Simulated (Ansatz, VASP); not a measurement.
# Cross-check of LiCuSO between VASP and Ansatz, part 2 of 2

Wanted: the spread between two codes on one cell, functional and k mesh. The cell is taken from a series of runs on this material, whose earlier steps may have relaxed, scaled, displaced or heated it; both programs get it as it stands.

VASP 6.6.1 and Ansatz 0.2.0.

So far: The starting structure; Ansatz: relaxation of cell and atoms, LDA; VASP: relaxation of cell and atoms, LDA.

The structure was built from a prototype and need not be the compound's stable phase.

### Step 3. VASP: relaxation of cell and atoms, LDA (continued)

Level of this step: LDA, no spin polarisation; plane waves and PAW (Cu, S, O, Li_sv) (VASP).

Numbers of over 12 decimals in the logs are rounded to 6 here.

Parts of OUTCAR (step 3):

```text
ion  position               nearest neighbor table
   1  0.000  0.000  0.000-   3 1.99   3 1.99   2 1.99   2 1.99
   2  0.575  0.575  0.252-   1 1.99   1 1.99   4 2.30   4 2.30   4 2.31
   3  0.425  0.425  0.748-   1 1.99   1 1.99
   4  1.000  1.000  0.500-   2 2.30   2 2.30   2 2.31

  LATTYP: Found a base centered monoclinic cell.
 ALAT       =     6.2167200000
 B/A-ratio  =     0.4727010385
 C/A-ratio  =     0.9660197296
 COS(beta)  =    -0.4914108220

 Subroutine GETGRP returns: Found  2 space group operations
 (whereof  2 operations were pure point group operations)

The static configuration has the point symmetry C_1h.

 Found    115 irreducible k-points:

   k-points           NKPTS =    115   k-points in BZ     NKDIM =    115   number of bands    NBANDS=     19

   dimension x,y,z NGX =    32 NGY =   32 NGZ =   54
   dimension x,y,z NGXF=    64 NGYF=   64 NGZF=  108

   ENCUT  =  750.0 eV  55.12 Ry    7.42 a.u.   7.68  7.68 13.41*2*pi/ulx,y,z

   NELECT =      26.0000    total number of electrons

 k-points in reciprocal lattice and weights: Automatic mesh
   0.00000000  0.00000000  0.00000000       0.002
   0.11111111 -0.00000000  0.00000000       0.010
   0.22222222  0.00000000  0.00000000       0.010
   0.33333333  0.00000000  0.00000000       0.010
   0.44444444  0.00000000  0.00000000       0.010
   0.11111111  0.11111111  0.00000000       0.005
   0.22222222  0.11111111  0.00000000       0.010
   0.33333333  0.11111111 -0.00000000       0.010
   0.44444444  0.11111111  0.00000000       0.010
[...]
-0.11111111 -0.22222222  0.40000000       0.010
  -0.11111111 -0.11111111  0.40000000       0.005

 average (electrostatic) potential at core
       1 -67.7635       2 -87.5480       3 -70.7295       4 -61.1464

 E-fermi :   4.6747

 k-point     1 :       0.0000    0.0000    0.0000
  band No.  band energies     occupation
    ...
      8       1.7068      2.00000
      9       1.8001      2.00000
     10       3.1335      2.00000
     11       3.5699      2.00000
     12       3.9655      2.00000
     13       5.2183      0.00004
     14       6.8849      0.00000
     15       8.8038      0.00000
     16      11.3937      0.00000
     17      13.9328      0.00000
    ...

 k-point     2 :       0.1111   -0.0000    0.0000
  band No.  band energies     occupation
    ...
      8       1.5738      2.00000
      9       1.8193      2.00000
     10       3.0357      2.00000
     11       3.2901      2.00000
     12       3.9225      2.00000
     13       5.0143      0.00225
     14       6.0487      0.00000
     15       9.2633      0.00000
     16      11.8574      0.00000
     17      13.6127      0.00000
    ...

 k-point     3 :       0.2222    0.0000    0.0000
  band No.  band energies     occupation
    ...
      9       1.7840      2.00000
     10       2.4774      2.00000
     11       3.0937      2.00000
     12       3.4399      2.00000
     13       4.6178      1.51480
     14       5.2180      0.00004
     15      10.0548      0.00000
     16      12.0176      0.00000
     17      12.7722      0.00000
     18      14.7365      0.00000
    ...

  Total       -0.0018142      0.0032722      0.0076736      0.0000000      0.0000000     -0.0051558
  in kB       -0.0614503      0.1108355      0.2599164      0.0000000      0.0000000     -0.1746351
  external PRESSURE =       0.1031005 kB  Pullay stress =       0.0000000 kB

  energy-cutoff  :      750.00
  volume of cell :       47.30
      direct lattice vectors                 reciprocal lattice vectors
     2.933465858 -1.428078514 -0.371301494     0.183509372 -0.350120806  0.103200439
     2.933465858  1.428078514 -0.371301494     0.183509372  0.350120806  0.103200439
    -3.418260771  0.000000000  6.078296673     0.022419868  0.000000000  0.177128069

 POSITION                                       TOTAL-FORCE (eV/Angst)
 -----------------------------------------------------------------------------------
     -3.18331      0.00000      5.79806         0.001887      0.000000      0.004151
      2.48330      0.00000      0.83132         0.001228      0.000000     -0.002201
     -0.05241      0.00000      4.15067        -0.002501      0.000000     -0.003235
     -1.92630      0.00000      3.67309        -0.000614      0.000000      0.001285
 -----------------------------------------------------------------------------------
    total drift:                               -0.000704     -0.000000     -0.000189

  FREE ENERGIE OF THE ION-ELECTRON SYSTEM (eV)
  ---------------------------------------------------
  free  energy   TOTEN  =       -20.4906725392 eV

  energy  without entropy=      -20.4821347816  energy(sigma->0) =      -20.48640366

 reached required accuracy - stopping structural energy minimisation

 total charge
# of ion       s       p       d       tot
------------------------------------------
    1        0.451   0.536   9.124  10.112
    2        1.374   2.275   0.000   3.648
    3        1.543   3.419   0.000   4.962
    4        2.025   0.083   0.000   2.109
--------------------------------------------------
tot          5.393   6.313   9.124  20.831

[... 3 further parts left out ...]
```

CONTCAR:

```
LiCuSO
   1.00000000000000
     2.9334658575213428   -1.4280785144720964   -0.3713014935264562
     2.9334658575213428    1.4280785144720964   -0.3713014935264562
    -3.4182607713671365    0.0000000000000000    6.0782966732576336
  Cu              S               O               Li
     1     1     1     1
Direct
     0.0141944502574359    0.0141944502574359    0.9556294304516119
     0.5415013257822180    0.5415013257822180    0.2029251830581054
     0.4187334637081186    0.4187334637081186    0.7340259301539899
     0.0255708160522286    0.0255708160522286    0.6074197431362958
```

This run has no spin polarisation, so a moment on Cu, if there is one, isn't seen. The run keeps the 2 symmetry operations of its start, so it cannot find a distortion of lower symmetry.

### Step 4. Differences

Known differences besides the potentials themselves: the two LDA forms differ slightly; the data sets hold 34 valence electrons in Ansatz (on its default PAW (the set named soft_2) files) and 26 in VASP; the cutoff is 420 eV in Ansatz and 750 eV in VASP; VASP's log shows a relativistic correction to its local exchange, Ansatz's none; Ansatz adds a Pulay correction to the stress that steers its cell, VASP none. Total energies have different zeros and are not compared.

The two programs side by side:

| quantity | Ansatz | VASP | difference |
| --- | --- | --- | --- |
| volume (Å³) | 48.00 | 47.30 | +1.47 % |
| edge a after relaxation, in the typed setting (Å) | 3.305 | 3.284 | +0.65 % |
| edge c after relaxation, in the typed setting (Å) | 7.236 | 6.973 | +3.76 % |

### Step 5. Summary of results

```yaml
difference_in_edge_c_after_relaxation_in_the_typed_setting_relaxation_of_cell_and_atoms_lda: 3.8 %
```

The difference in edge c after relaxation, in the typed setting is 3.8 % (relaxation of cell and atoms, LDA), beyond the 1.2 % picked in this series as the mark of a large difference, as far as the stopping tolerances let one tell. The data sets hold unlike numbers of valence electrons (34 in Ansatz and 26 in VASP), so part of the differences comes from the potentials. What causes the difference of the relaxation of cell and atoms, LDA pair stays open here. Such differences can come from data sets, numerical settings and the points named under the comparisons, not from the functional's error against experiment.

[Lines on the potential files, build, host, timing and source positions are cut from VASP's logs without a mark.]

[Logs are printed without paths, hosts, clocks, repeated set-up lines and the standing remarks that a program may print on its own settings, such as how far it seeks lower states.]

[Hosts, paths, dates, database ids (printed as entryN), source tags and the programs' standing remarks are cut or masked in the printed files.]
